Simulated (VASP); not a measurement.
Crystal: Sc2InSb3.

```
Sc In Sb
1.0
     3.31451   -5.72214    0.00000
     3.31451    5.72214    0.00000
    -0.02341    0.00000    3.83160
Sc In Sb
2 1 3
Direct
  0.66400 0.33600 0.00000
  0.33600 0.66400 0.00000
  0.00000 0.00000 0.00000
  0.50000 0.50000 0.50000
  0.00000 0.50000 0.50000
  0.50000 0.00000 0.50000
```

The cell was built by a generator and needn't be a form met in nature.

```yaml
Program: VASP 6.6.1
Task: relaxation of cell and atoms
Functional: PBE
Potentials_or_basis: VASP PAW PBE potentials, release 64 (Sc_sv, In_d, Sb)
Cutoff: 520 eV
k_mesh: 3 × 3 × 5
Occupations: gaussian, width 0.15 eV
Spin: no spin polarisation
```

At the start: pressure 14.1 GPa; volume 24.22 Å³/atom.

Q: Where does the relaxation end?

A: Over 8 steps the energy falls by 223.7 meV/atom and the volume is 28.66 Å³/atom (+18.3 %); space group Cmmm (No. 65, to 0.05 Å).

Step by step:
| step | energy change (eV) | largest force (eV/Å) | pressure (GPa) | volume (Å³) |
| --- | --- | --- | --- | --- |
| 1 | 0.0000 | 0.3485 | 14.14 | 145.34 |
| 2 | -7.6411 | 0.1240 | -22.65 | 194.64 |
| 3 | -1.1598 | 0.1510 | 4.32 | 163.43 |
| 4 | -1.2785 | 0.1114 | 1.70 | 168.90 |
| 5 | -1.3162 | 0.0990 | 0.29 | 173.15 |
| 6 | -1.3193 | 0.0813 | -0.30 | 174.87 |
| 7 | -1.3323 | 0.0420 | -0.19 | 173.73 |
| 8 | -1.3422 | 0.0150 | -0.08 | 171.94 |

Final structure:
```cif
data_structure
_symmetry_space_group_name_H-M 'P 1'
_symmetry_Int_Tables_number 1
_cell_length_a 6.8224
_cell_length_b 6.8224
_cell_length_c 4.2889
_cell_angle_alpha 89.999
_cell_angle_beta 89.999
_cell_angle_gamma 120.535
_cell_volume 171.94
loop_
_atom_site_label
_atom_site_type_symbol
_atom_site_fract_x
_atom_site_fract_y
_atom_site_fract_z
_atom_site_occupancy
Sc1 Sc 0.66575 0.33425 0.00000 1
Sc2 Sc 0.33425 0.66575 0.00000 1
In1 In 0.00000 0.00000 0.00000 1
Sb1 Sb 0.50000 0.50000 0.50000 1
Sb2 Sb 0.00000 0.50000 0.50000 1
Sb3 Sb 0.50000 0.00000 0.50000 1
```

Caveat: the k mesh is coarse (spacing up to 0.37 Å⁻¹), so the values aren't converged; the volume moved by over 15 % at a fixed basis, so the end points are rough; the relaxation stopped at a loose force limit of 0.08 eV/Å, so its end isn't a converged minimum.
